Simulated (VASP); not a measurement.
Energy against volume of NiSb (NiAs type). These are PBE GGA with D4 dispersion, VASP's PBE PAW potentials (set 64) (plane waves; VASP) values and carry that method's errors. Settings: 520 eV cut-off, 9×9×6 Γ-centred mesh, first-order Methfessel-Paxton smearing of 0.10 eV, potentials Ni Sb.

Shape and ions are relaxed at each volume.

| V (Å³/atom) | E (eV/atom) |
|---|---|
| 15.988 | -5.59999 |
| 16.498 | -5.61939 |
| 17.008 | -5.62485 |
| 17.519 | -5.61886 |

Question: Fit these four points and predict the energy of the run at 18.029 Å³/atom.

Answer: A cubic in V^(−2/3), the third-order Birch-Murnaghan form, passes through the four points with V0 = 16.98 Å³/atom and B0 = 120 GPa, and gives -5.6035 eV/atom there. The run gave -5.6034 eV/atom, +0.1 meV/atom from the fit; all five points give B0 = 121 GPa.

The compound is NiSb in the NiAs type structure. It was relaxed first. The run is not spin-polarised, so no magnetic state was tried.
